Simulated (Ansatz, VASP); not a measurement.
**In3As: VASP beside Ansatz**

One calculation is typed for both programs; each brings its own data sets. How far apart do they land? The cell is generated by rule, not measured, and may not be a known phase. The cell is taken from a series of runs on this material, whose earlier steps may have relaxed, scaled, displaced or heated it; both programs get it as it stands.

Calculated with Ansatz 0.2.0; plane waves, with VASP 6.6.1 beside it; single point at PBEsol.

The structure was built from a prototype and need not be the compound's stable phase.

**1. Starting point**

The structure is tetragonal, space group P4/nmm (No. 129). Conventional cell: a = 5.150 Å, b = 5.150 Å, c = 7.284 Å, α = 90.00°, β = 90.00°, γ = 90.00°. Nearest to As lie 5 In at 2.85 to 3.11 Å. Nearest to In lie 4 As at 2.85 Å and 4 In at 3.19 Å. Nearest to In lie 4 In at 3.12 Å. In has 1 As at 3.11 Å and 8 In at 3.12 to 3.19 Å nearest. Farther neighbours are not listed.

**2. VASP: single point, PBEsol, pair 1**

With cell and atoms fixed, the geometry can't cause a difference; cores, projectors, grids and the points listed under the comparison can.

Lines of VASP's logs that name or quote its potential files are left out, and so is its time.

Input file INCAR:

```
SYSTEM = In3As
PREC = Accurate
ENCUT = 500
EDIFF = 1E-06
NELM = 120
ISMEAR = 1
SIGMA = 0.15
LREAL = .FALSE.
ALGO = Normal
GGA = PS
NBANDS = 54
LORBIT = 11
LWAVE = .FALSE.
LCHARG = .FALSE.
ISIF = 2
LASPH = .TRUE.
GGA_COMPAT = .FALSE.
KPAR = 2
```

Input file POSCAR:

```
In3As
1.0
    0.0000000000     -3.6418882994     -3.6418882994
    0.0000000000      3.6418882994     -3.6418882994
    7.2837765988      0.0000000000      0.0000000000
As In
2 6
Direct
    0.5000000000      0.5000000000      0.5823748493
    0.0000000000      0.0000000000      0.9176251507
    0.0000000000      0.5000000000      0.7500000000
    0.5000000000      0.0000000000      0.2500000000
    0.0000000000      0.5000000000      0.2500000000
    0.5000000000      0.0000000000      0.7500000000
    0.5000000000      0.5000000000      0.0088580806
    0.0000000000      0.0000000000      0.4911419194
```

Input file KPOINTS:

```
Automatic mesh
0
Gamma
6 6 4
0 0 0
```

PAW data sets: As and In_d (PBE family, release 64).

Started as:

```
$ mpirun -np 2 vasp_std
```

Numbers of over 12 decimals in the logs are rounded to 6 here.

The log of the run:

```text
[banner, memory and clock lines left out]
running    2 mpi-ranks, on    1 nodes
 distrk:  each k-point on    1 cores,    2 groups
 distr:  one band on    1 cores,    1 groups

 POSCAR found type information on POSCAR AsIn
 POSCAR found :  2 types and       8 ions
|                                                                             |
|               ----> ADVICE to this user running VASP <----                  |
|                                                                             |
|     You enforced a specific xc type in the INCAR file but a different       |
|     [... a line on the potential file left out ...]
|     I HOPE YOU KNOW WHAT YOU ARE DOING!                                     |
|                                                                             |

 LDA part: xc-table for (Slater+PW92), standard interpolation
 POSCAR, INCAR and KPOINTS ok, starting setup
 FFT: planning ... GRIDC
 FFT: planning ... GRID_SOFT
 FFT: planning ... GRID
 WAVECAR not read
 entering main loop
       N       E                     dE             d eps       ncg     rms          rms(c)
DAV:   1     0.919173249055E+03    0.91917E+03   -0.39541E+04  3246   0.209E+03
DAV:   2     0.967963591693E+02   -0.82238E+03   -0.80853E+03  3240   0.536E+02
DAV:   3    -0.206777823206E+02   -0.11747E+03   -0.11479E+03  3550   0.215E+02
DAV:   4    -0.279283734550E+02   -0.72506E+01   -0.71835E+01  3976   0.554E+01
DAV:   5    -0.281454431160E+02   -0.21707E+00   -0.21699E+00  4356   0.889E+00    0.789E+00
DAV:   6    -0.276426400655E+02    0.50280E+00   -0.11376E+00  4190   0.102E+01    0.400E+00
DAV:   7    -0.276186459130E+02    0.23994E-01   -0.49185E-01  4424   0.619E+00    0.938E-01
DAV:   8    -0.276100929977E+02    0.85529E-02   -0.61363E-02  4618   0.314E+00    0.600E-01
DAV:   9    -0.276088240972E+02    0.12689E-02   -0.94598E-03  4468   0.634E-01    0.260E-01
DAV:  10    -0.276086072311E+02    0.21687E-03   -0.78938E-04  5134   0.227E-01    0.102E-01
DAV:  11    -0.276086135525E+02   -0.63214E-05   -0.19077E-04  3850   0.115E-01    0.219E-02
DAV:  12    -0.276086068960E+02    0.66565E-05   -0.41389E-05  4300   0.575E-02    0.167E-02
DAV:  13    -0.276086063886E+02    0.50739E-06   -0.24857E-06  2514   0.162E-02
   1 F= -.27608606E+02 E0= -.27607262E+02  d E =-.403393E-02
```

From OUTCAR (step 2):

```text
ion  position               nearest neighbor table
   1  0.500  0.500  0.582-   3 2.85   6 2.85   6 2.85   3 2.85   7 3.11
   2  0.000  0.000  0.918-   3 2.85   6 2.85   3 2.85   6 2.85   8 3.11
   3  0.000  0.500  0.750-   1 2.85   2 2.85   2 2.85   1 2.85   7 3.19   8 3.19   8 3.19   7 3.19
                             6 3.64   6 3.64   5 3.64   6 3.64   5 3.64   6 3.64
   4  0.500  0.000  0.250-   7 3.12   8 3.12   7 3.12   8 3.12   6 3.64   5 3.64   5 3.64   5 3.64
                             6 3.64   5 3.64
   5  0.000  0.500  0.250-   7 3.12   8 3.12   8 3.12   7 3.12   3 3.64   4 3.64   3 3.64   4 3.64
                             4 3.64   4 3.64
   6  0.500  0.000  0.750-   1 2.85   2 2.85   1 2.85   2 2.85   7 3.19   7 3.19   8 3.19   8 3.19
                             3 3.64   4 3.64   4 3.64   3 3.64   3 3.64   3 3.64
   7  0.500  0.500  0.009-   1 3.11   4 3.12   5 3.12   4 3.12   5 3.12   3 3.19   6 3.19   3 3.19
                             6 3.19
   8  0.000  0.000  0.491-   2 3.11   4 3.12   5 3.12   5 3.12   4 3.12   3 3.19   3 3.19   6 3.19
                             6 3.19

  LATTYP: Found a simple tetragonal cell.
 ALAT       =     5.1504078257
 C/A-ratio  =     1.4142135624

 Subroutine GETGRP returns: Found 16 space group operations
 (whereof  8 operations were pure point group operations)

The static configuration has the point symmetry C_4v.
 The point group associated with its full space group is D_4h.

 Found     30 irreducible k-points:

   k-points           NKPTS =     30   k-points in BZ     NKDIM =     30   number of bands    NBANDS=     54

   dimension x,y,z NGX =    40 NGY =   40 NGZ =   54
   dimension x,y,z NGXF=    80 NGYF=   80 NGZF=  108

   ENCUT  =  500.0 eV  36.75 Ry    6.06 a.u.   9.39  9.39 13.28*2*pi/ulx,y,z

   NELECT =      88.0000    total number of electrons

 k-points in reciprocal lattice and weights: Automatic mesh
   0.00000000  0.00000000  0.00000000       0.007
   0.16666667  0.00000000  0.00000000       0.028
   0.33333333  0.00000000  0.00000000       0.028
   0.50000000  0.00000000  0.00000000       0.014
   0.16666667  0.16666667  0.00000000       0.028
   0.33333333  0.16666667  0.00000000       0.056
   0.50000000  0.16666667  0.00000000       0.028
   0.33333333  0.33333333  0.00000000       0.028
   0.50000000  0.33333333  0.00000000       0.028
[...]
0.50000000  0.33333333  0.50000000       0.028
   0.50000000  0.50000000  0.50000000       0.007

 average (electrostatic) potential at core
       1 -47.3399       2 -47.3399       3 -93.9279       4 -93.8238       5 -93.8238
       6 -93.9279       7 -93.9585       8 -93.9585

 E-fermi :   7.2222

 k-point     1 :       0.0000    0.0000    0.0000
  band No.  band energies     occupation
    ...
     41       5.4371      2.00000
     42       5.8685      2.00000
     43       6.7036      2.00001
     44       6.7036      2.00001
     45       7.2032      1.21289
     46       7.7123     -0.00004
     47       7.9615     -0.00000
     48       7.9615     -0.00000
     49       8.3777     -0.00000
     50       8.4396     -0.00000
    ...

 k-point     2 :       0.1667    0.0000    0.0000
  band No.  band energies     occupation
    ...
     40       5.2591      2.00000
     41       5.3411      2.00000
     42       5.7209      2.00000
     43       5.9490      2.00000
     44       6.8521      2.00267
     45       7.6406     -0.00058
     46       7.7985     -0.00000
     47       7.8934     -0.00000
     48       8.4289     -0.00000
     49       8.6697     -0.00000
    ...

 k-point     3 :       0.3333    0.0000    0.0000
  band No.  band energies     occupation
    ...
     40       4.8864      2.00000
     41       5.3846      2.00000
     42       5.9311      2.00000
     43       6.9483      2.02689
     44       7.2280      0.93472
     45       7.3617     -0.03235
     46       7.3786     -0.05802
     47       7.4933     -0.02831
     48       9.0801     -0.00000
     49       9.3310     -0.00000
    ...

  Total        0.8445715      1.4715067      1.4715067      0.0000000      0.0000000      0.0000000
  in kB        7.0033711     12.2020545     12.2020545      0.0000000      0.0000000      0.0000000
  external PRESSURE =      10.4691600 kB  Pullay stress =       0.0000000 kB

  energy-cutoff  :      500.00
  volume of cell :      193.21
      direct lattice vectors                 reciprocal lattice vectors
     0.000000000 -3.641888299 -3.641888299     0.000000000 -0.137291416 -0.137291416
     0.000000000  3.641888299 -3.641888299     0.000000000  0.137291416 -0.137291416
     7.283776599  0.000000000  0.000000000     0.137291416  0.000000000  0.000000000

 POSITION                                       TOTAL-FORCE (eV/Angst)
 -----------------------------------------------------------------------------------
      4.24189      0.00000     -3.64189        -0.204287     -0.000000     -0.000000
      6.68378      0.00000      0.00000         0.204287     -0.000000      0.000000
      5.46283      1.82094     -1.82094         0.000000     -0.000000     -0.000000
      1.82094     -1.82094     -1.82094         0.000000     -0.000000     -0.000000
      1.82094      1.82094     -1.82094         0.000000      0.000000      0.000000
      5.46283     -1.82094     -1.82094         0.000000      0.000000      0.000000
      0.06452      0.00000     -3.64189         0.231011     -0.000000     -0.000000
      3.57737      0.00000      0.00000        -0.231011      0.000000      0.000000
 -----------------------------------------------------------------------------------
    total drift:                                0.000000      0.000000      0.000000

  FREE ENERGIE OF THE ION-ELECTRON SYSTEM (eV)
  ---------------------------------------------------
  free  energy   TOTEN  =       -27.6086063886 eV

  energy  without entropy=      -27.6045724602  energy(sigma->0) =      -27.60726175

 total charge
# of ion       s       p       d       tot
------------------------------------------
    1        1.305   1.353   0.031   2.688
    2        1.305   1.353   0.031   2.688
    3        0.931   0.600   9.879  11.410
    4        1.032   0.433   9.851  11.315
    5        1.032   0.433   9.851  11.315
    6        0.931   0.600   9.879  11.410
    7        1.000   0.523   9.855  11.377
    8        1.000   0.523   9.855  11.377
--------------------------------------------------
tot          8.534   5.818  59.230  73.581

[... 3 further parts left out ...]
```

The run ends at a pressure of 1.05 GPa, with forces up to 0.23 eV/Å.

**3. Ansatz: single point, PBEsol, pair 1**

Ansatz runs on its default PAW (the set named soft_2) files.

The same cell, functional, mesh and smearing now go to Ansatz, which takes its cutoff from its data sets.

Input file input.yaml:

```yaml
crystal:
  lattice:
    - [0.0, -3.6418882994, -3.6418882994]
    - [0.0, 3.6418882994, -3.6418882994]
    - [7.2837765988, 0.0, 0.0]
  atoms:
    - { symbol: As, position: [0.5, 0.5, 0.5823748493] }
    - { symbol: As, position: [0.0, 0.0, -0.0823748493] }
    - { symbol: In, position: [0.0, 0.5, 0.75] }
    - { symbol: In, position: [0.5, 0.0, 0.25] }
    - { symbol: In, position: [1.0, 0.5, 0.25] }
    - { symbol: In, position: [0.5, 0.0, 0.75] }
    - { symbol: In, position: [0.5, 0.5, 0.0088580806] }
    - { symbol: In, position: [0.0, 0.0, 0.4911419194] }
kpoints:
  mp_grid: { grid: [6, 6, 4] }
hamiltonian:
  xc: pbesol
scf:
  occupations: { method: methfessel_paxton, width: 0.15 }
output:
  forces: true
  stress: true
  eigenvalues: true
```

Started as:

```
$ ansatz run input.yaml --threads 4 --pin off --max-ram 7168MiB --backend cpu --events-out ev --progress --plain --runs-dir out
```

The log of the run:

```text
Engine: ansatz 0.2.0, aarch64-unknown-linux-gnu
Pseudopotentials: kind: paw
Pseudopotential: As, paw, valence charge 15, recommended cutoff 420 eV (normal), As.paw.azcp
Pseudopotential: In, paw, valence charge 13, recommended cutoff 420 eV (normal), In.paw.azcp
Functional definition: PBEsol
  exchange = pbesol_x
  correlation = pbesol_c
Crystal: 8 atoms, lattice volume = 193.215 Å³
Basis set: ecut = 420 eV, 3785 PW (Γ), exchange–correlation on 72×72×100 points (8 copies of the dense FFT grid, shifted against one another)
Bands: 65, of which v1, the nominal top of the filled ones, is band 54 counted from 1 (53 counted from 0)
Symmetry: 16 space group operations
Space group: P4/nmm (ITA 129), of the structure as read, at distance tolerance 5.8e-5 Å
k-points: 30 of 144
Non-local potential: As, projectors of the file, l = 0: 2, l = 1: 2, l = 2: 3, l = 3: 1
Non-local potential: In, projectors of the file, l = 0: 2, l = 1: 2, l = 2: 2, l = 3: 2
PAW form: soft (Blöchl's): semilocal exchange-correlation on the pseudo side does not see the compensation charge
PAW frozen core: As, regenerated for the run's functional, and the local potential with it (the file was generated under x = pbe(κ = 0.804, μ = 0.219515), c = pbe(β = 0.066725))
PAW frozen core: In, regenerated for the run's functional, and the local potential with it (the file was generated under x = pbe(κ = 0.804, μ = 0.219515), c = pbe(β = 0.066725))
PAW one-centre angular grid: As, 590 points (default); XC on 64 Gauss nodes
PAW one-centre angular grid: In, 590 points (default); XC on 64 Gauss nodes
Initial density: superposition of atomic densities (neutral atoms: chi_scale 0, normalization atom), corrected by the library's trained network
Initial wavefunctions: pseudopotential atomic-orbital guess
Functional: x = pbesol(κ = 0.804, μ = 0.123457), c = pbesol(β = 0.046)
SCF iter   1: F=—  HF=-42777.989677 eV  |F-HF|=—  |Δ(HF+E_count)|=         —  Δρ=3.33e-3  dr2=1.73e-2  ethr=1.77e-3  ⟨swp⟩=7.4  Hψ=7886  notcnv=0
preconditioner: auto → Kerker (q_TF=auto, 2.476 Å⁻¹)  [metal: Δε(μ)=0.009 eV  Ē_g=14.091 eV  σ=0.150 eV  W_gap=0.05  n_scr=48 (ndim 8)  ℏωp=25.1 eV  f_vac=0.000  D(μ)=3.47/eV (n_scr^D=20)]
SCF iter   2: F=—  HF=-42777.978266 eV  |F-HF|=—  |Δ(HF+E_count)|=   1.14e-2  S|Δr|=    0.00e0  Δρ=1.56e-3  dr2=4.33e-3  ethr=1.60e-5  ⟨swp⟩=2.2  Hψ=3424  notcnv=0
SCF iter   3: F=—  HF=-42777.976817 eV  |F-HF|=—  |Δ(HF+E_count)|=   1.45e-3  S|Δr|=    0.00e0  Δρ=3.81e-4  dr2=3.06e-4  ethr=4.01e-6  ⟨swp⟩=2.0  Hψ=3103  notcnv=0
SCF iter   4: F=—  HF=-42777.976760 eV  |F-HF|=—  |Δ(HF+E_count)|=   5.70e-5  S|Δr|=    0.00e0  Δρ=1.68e-4  dr2=7.91e-5  ethr=2.84e-7  ⟨swp⟩=2.0  Hψ=3459  notcnv=0
SCF iter   5: F=—  HF=-42777.976757 eV  |F-HF|=—  |Δ(HF+E_count)|=   3.39e-6  S|Δr|=    0.00e0  Δρ=4.58e-5  dr2=6.22e-6  ethr=7.33e-8  ⟨swp⟩=2.0  Hψ=3466  notcnv=0
SCF iter   6: F=—  HF=-42777.976755 eV  |F-HF|=—  |Δ(HF+E_count)|=   1.79e-6  S|Δr|=    0.00e0  Δρ=2.10e-5  dr2=9.37e-7  ethr=5.76e-9  ⟨swp⟩=2.0  Hψ=3468  notcnv=0
SCF iter   7: F=—  HF=-42777.976755 eV  |F-HF|=—  |Δ(HF+E_count)|=   2.96e-7  S|Δr|=    0.00e0  Δρ=5.44e-6  dr2=1.03e-7  ethr=8.68e-10  ⟨swp⟩=2.0  Hψ=3457  notcnv=0
SCF iter   8: F=-42777.976755 eV  HF=-42777.976755 eV  |F-HF|=9.15e-9  |Δ(HF+E_count)|=   5.81e-9  S|Δr|=    0.00e0  Δρ=2.04e-6  dr2=1.40e-8  ethr=9.26e-11  ⟨swp⟩=9.0  Hψ=7224  notcnv=0
SCF 1 converged in 8 iterations: F = -42777.976755 eV  dr2 = 1.40e-8
  greatest PAW one-centre occupation: 0.999 electrons in one spin orbital (limit 2), on the As atom at site 1 (counted from 0), in its partial waves of l = 2
SCF converged after 8 iterations
Stability not checked: this state was not tested for a lower state beside it, because cold or Methfessel-Paxton smearing, or corrected tetrahedra, fill the levels in a way that the test cannot read (fill_not_monotonic; see scf.lower_state_search)
Free energy (F): -42777.976755 eV
Harris-Foulkes:  -42777.976755 eV  (|F-HF|=9.15e-9)
Internal energy: -42777.972734 eV  (E = F + TS)
E sigma→0 (E₀):  -42777.975749 eV
Entropy (-TS):   -0.004021 eV (-0.503 meV/atom)
Fermi energy:    10.619901 eV
--- Per-component energies (eV) ---
  E_band       = -570.641540
  E_kinetic    = 1658.687443
  E_local      = -9939.680560  (includes V_loc(G=0)·N_el)
  E_nonlocal   = 867.895928
  E_hartree    = 4467.056609
  E_xc         = -1443.440486
  E_vxc        = -763.260231  (∫ρ·V_xc dr)
  E_paw        = -28073.863555  (= ΣΔE_a)
  E_vpaw       = -1328.403715  (= ΣTr[D̂ρ^β])
  E_aug_tail   = 0.000166  (compensation charges beyond the density's cutoff)
  E_ewald      = -10317.976551
  E_core_change = 3.348272  (= ΣΔE_core)
  E_smearing   = -0.004021  (= −TS)
  E_closure    = -0.000000  (closes the sum)
  Σ components = -42777.976755   (vs F -42777.976755, Δ=0.00e0)
--- Forces (eV/Å), atoms counted from 1 ---
  atom   1  As    -0.18965972    -0.00000000     0.00000000
  atom   2  As     0.18965972     0.00000000     0.00000000
  atom   3  In     0.00000000     0.00000000    -0.00000000
  atom   4  In    -0.00000000    -0.00000000    -0.00000000
  atom   5  In     0.00000000    -0.00000000     0.00000000
  atom   6  In    -0.00000000     0.00000000     0.00000000
  atom   7  In     0.22591227    -0.00000000     0.00000000
  atom   8  In    -0.22591227    -0.00000000     0.00000000
  max |Σ_I F_I| component: 1.39e-16 eV/Å
--- Stress (GPa, compression-positive) ---
        0.652557       0.000000       0.000000
        0.000000       1.152679       0.000000
        0.000000       0.000000       1.152679
  P = ⅓ Tr σ = 0.9860 GPa (9.860 kbar)
--- Band table (eV; the first three rows and the last of 30) ---
  k-point 0: bands = [... 50 lower, 8.8340, 9.2633, 10.1016, 10.1016, 10.6032, 11.1123, 11.3613, 11.3613, ... 7 higher]
  k-point 1: bands = [... 50 lower, 8.4144, 9.2417, 9.7753, 10.0845, 10.0845, 11.2474, 11.5771, 12.1134, ... 7 higher]
  k-point 2: bands = [... 50 lower, 8.0303, 8.0303, 10.1259, 10.1259, 10.3073, 10.7698, 12.5941, 12.5941, ... 7 higher]
  k-point 29: bands = [... 50 lower, 9.2413, 9.2413, 10.0063, 10.0063, 11.0429, 11.0429, 13.3915, 13.3915, ... 7 higher]
```

In the SCF lines HF is the Harris–Foulkes energy and dr2 the Hartree energy of the density residual, in eV; the loop may stop once dr2 is under the threshold and the program's other checks hold. Hψ counts applications of the Hamiltonian.

The run ends at a pressure of 0.99 GPa, with forces up to 0.23 eV/Å.

**4. Side by side**

Known differences besides the potentials themselves: the data sets hold 108 valence electrons in Ansatz (on its default PAW (the set named soft_2) files) and 88 in VASP; the cutoff is 420 eV in Ansatz and 500 eV in VASP; Ansatz makes its cores anew for this functional, VASP keeps those of its PBE data sets. Total energies have different zeros and are not compared.

The two programs side by side:

| quantity | Ansatz | VASP | difference |
| --- | --- | --- | --- |
| pressure (GPa) | 0.99 | 1.05 | -0.06 |

Forces (eV/Å; atoms numbered as in POSCAR):

```csv
atom,"Ansatz x, y, z","VASP x, y, z"
As1,"-0.190, 0.000, 0.000","-0.204, 0.000, 0.000"
As2,"0.190, 0.000, 0.000","0.204, 0.000, 0.000"
In3,"0.000, 0.000, 0.000","0.000, 0.000, 0.000"
In4,"0.000, 0.000, 0.000","0.000, 0.000, 0.000"
In5,"0.000, 0.000, 0.000","0.000, 0.000, 0.000"
In6,"0.000, 0.000, 0.000","0.000, 0.000, 0.000"
In7,"0.226, 0.000, 0.000","0.231, 0.000, 0.000"
In8,"-0.226, 0.000, 0.000","-0.231, 0.000, 0.000"
```

The forces differ by 4.5 meV/Å r.m.s., which is 5.0 % of the r.m.s. force of 0.089 eV/Å (both taken over all components).

(Continued in part 2 of 2.)

[Lines on the potential files, build, host, timing and source positions are cut from VASP's logs without a mark.]

[Logs are printed without paths, hosts, clocks, repeated set-up lines and the standing remarks that a program may print on its own settings, such as how far it seeks lower states.]

[Hosts, paths, dates, database ids (printed as entryN), source tags and the programs' standing remarks are cut or masked in the printed files.]
